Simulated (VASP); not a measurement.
```
CELL_PARAMETERS angstrom
      2.87569     0.00000     0.00000
     -1.43784     2.49042     0.00000
      0.00000     0.00000     7.79148
ATOMIC_POSITIONS crystal
  V  0.00000 0.00000 0.00000
  V  0.00000 0.00000 0.50000
  Ge 0.33333 0.66667 0.25000
  Ge 0.66667 0.33333 0.75000
```

The numbers are results of PBEsol GGA, VASP's PBE PAW potentials (set 64) (plane waves; VASP), not measurements. Settings: 400 eV cut-off, 14×14×5 Γ-centred mesh, tetrahedra with Blöchl corrections, potentials V_sv Ge_d.

### Question
What does the run give for the energy per atom (σ→0), band gap (on the k-mesh) with the smallest direct gap where there is one?

### Answer

* **band gap (on the k-mesh)**: none (metal, semimetal or under 0.01 eV)
* **energy per atom (σ→0)**: -7.516 eV/atom

Only differences to runs with the same potentials and settings are physical.

The structure was generated: VGe was put into the NiAs type (P6_3/mmc), which need not be its known phase. It was relaxed first, which changed the volume by -17 %. The run is not spin-polarised, so no magnetic state was tried.
